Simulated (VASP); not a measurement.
Level of theory: r2SCAN meta-GGA, VASP's PBE PAW potentials (set 64) (plane waves; VASP).

VASP input:

### INCAR
```
# general
SYSTEM =HfC
PREC   =Accurate
ENCUT  =600
LREAL  =.FALSE.   # projection in real space or not
LASPH  =.TRUE.   # aspherical one-centre terms

# electronic loop
EDIFF  =1E-7   # SCF stop (eV)
NELM   =100   # most electronic steps
ALGO   =Normal
LMAXMIX=6
LMIXTAU=.TRUE.

# smearing
ISMEAR =1   # Methfessel-Paxton
SIGMA  =0.1   # width (eV)

# functional
METAGGA=R2SCAN

# ions
IBRION =2
NSW    =40   # most ionic steps
ISIF   =3
EDIFFG =-0.01   # ionic stop
PSTRESS=200   # kbar

# output
LWAVE  =.FALSE.
LCHARG =.FALSE.
```

**POSCAR**
```
HfC
1.0
  0.0000000000   2.2639810407   2.2639810407
  2.2639810407   0.0000000000   2.2639810407
  2.2639810407   2.2639810407   0.0000000000
Hf C
1 1
Cartesian
  0.0000000000   0.0000000000   0.0000000000
  2.2639810407   2.2639810407   2.2639810407
```

File KPOINTS:
```
Automatic mesh
0
G
 12 12 12
0 0 0
```

POTCAR, in this order: Hf_pv C (PBE.64 set). Program: vasp_std.

The run wrote:

**OSZICAR**
```
       N       E                     dE             d eps       ncg     rms          rms(c)
DAV:   1    -0.100957073638E+02   -0.10096E+02   -0.88259E+03  1584   0.142E+03
DAV:   2    -0.612379684654E+02   -0.51142E+02   -0.48724E+02  2055   0.243E+02
DAV:   3    -0.629786656124E+02   -0.17407E+01   -0.17138E+01  2059   0.336E+01
DAV:   4    -0.629949047981E+02   -0.16239E-01   -0.16192E-01  1869   0.323E+00
DAV:   5    -0.629951529028E+02   -0.24810E-03   -0.24808E-03  2065   0.315E-01    0.718E+01
DAV:   6    -0.567062571965E+02    0.62889E+01   -0.12384E+01  1766   0.241E+01    0.448E+01
DAV:   7    -0.580444292903E+02   -0.13382E+01   -0.69447E-01  1713   0.866E+00    0.223E+01
DAV:   8    -0.564196246057E+02    0.16248E+01   -0.62487E-01  1737   0.788E+00    0.597E+00
DAV:   9    -0.570542737126E+02   -0.63465E+00   -0.59541E-01  1716   0.748E+00    0.195E+00
DAV:  10    -0.572494788402E+02   -0.19521E+00   -0.83305E-02  1698   0.308E+00    0.131E+00
DAV:  11    -0.572391940830E+02    0.10285E-01   -0.79352E-03  1780   0.910E-01    0.101E+00
DAV:  12    -0.572362855579E+02    0.29085E-02   -0.88134E-04  1783   0.325E-01    0.254E-01
DAV:  13    -0.572432658307E+02   -0.69803E-02   -0.40613E-03  1792   0.583E-01    0.171E-01
DAV:  14    -0.572438783885E+02   -0.61256E-03   -0.71316E-04  1985   0.271E-01    0.160E-01
DAV:  15    -0.572438796289E+02   -0.12404E-05   -0.48392E-06  1964   0.251E-02    0.175E-01
DAV:  16    -0.572438748678E+02    0.47611E-05   -0.21355E-05  1731   0.390E-02    0.134E-01
DAV:  17    -0.572438810786E+02   -0.62108E-05   -0.22282E-05  1734   0.517E-02    0.197E-02
DAV:  18    -0.572438763188E+02    0.47598E-05   -0.59957E-06  1677   0.237E-02    0.131E-02
DAV:  19    -0.572438796143E+02   -0.32955E-05   -0.14310E-06  1662   0.122E-02    0.122E-02
DAV:  20    -0.572438792092E+02    0.40508E-06   -0.11562E-06  1707   0.932E-03    0.612E-03
DAV:  21    -0.572438797122E+02   -0.50296E-06   -0.41426E-08   858   0.301E-03    0.266E-03
DAV:  22    -0.572438795196E+02    0.19252E-06   -0.13419E-08   819   0.160E-03    0.721E-04
DAV:  23    -0.572438797976E+02   -0.27798E-06   -0.12377E-08   819   0.156E-03    0.462E-04
DAV:  24    -0.572438797087E+02    0.88954E-07   -0.18943E-09   807   0.429E-04
   1 F= -.54346751E+02 E0= -.54346688E+02  d E =-.543468E+02
```

File OUTCAR:
```
------------------------ aborting loop because EDIFF is reached ----------------------------------------
  FORCE on cell =-STRESS in cart. coord.  units (eV):
  Direction    XX          YY          ZZ          XY          YZ          ZX
  --------------------------------------------------------------------------------------
  Total        2.9092040      2.9092040      2.9092040      0.0000000      0.0000000      0.0000000
  in kB      200.8336120    200.8336120    200.8336120      0.0000000      0.0000000      0.0000000
  external PRESSURE =       0.8336120 kB  Pullay stress =     200.0000000 kB
  volume of cell :       23.21
      direct lattice vectors                 reciprocal lattice vectors
     0.000000000  2.263981041  2.263981041    -0.220849906  0.220849906  0.220849906
     2.263981041  0.000000000  2.263981041     0.220849906 -0.220849906  0.220849906
     2.263981041  2.263981041  0.000000000     0.220849906  0.220849906 -0.220849906
 POSITION                                       TOTAL-FORCE (eV/Angst)
 -----------------------------------------------------------------------------------
      0.00000      0.00000      0.00000         0.000000      0.000000      0.000000
      2.26398      2.26398      2.26398         0.000000      0.000000     -0.000000
 -----------------------------------------------------------------------------------
    total drift:                                0.000000      0.000000      0.000000
  FREE ENERGIE OF THE ION-ELECTRON SYSTEM (eV)
  ---------------------------------------------------
  free  energy   TOTEN  =       -57.2438797087 eV

  energy  without entropy=      -57.2436896804  energy(sigma->0) =      -57.24381637
  enthalpy is  TOTEN    =       -54.3467511598 eV   P V=        2.8971285488

 reached required accuracy - stopping structural energy minimisation
```
(Selected blocks of OUTCAR.)

The compound is HfC in the rock salt structure. It was relaxed first under an external pressure of 20 GPa.
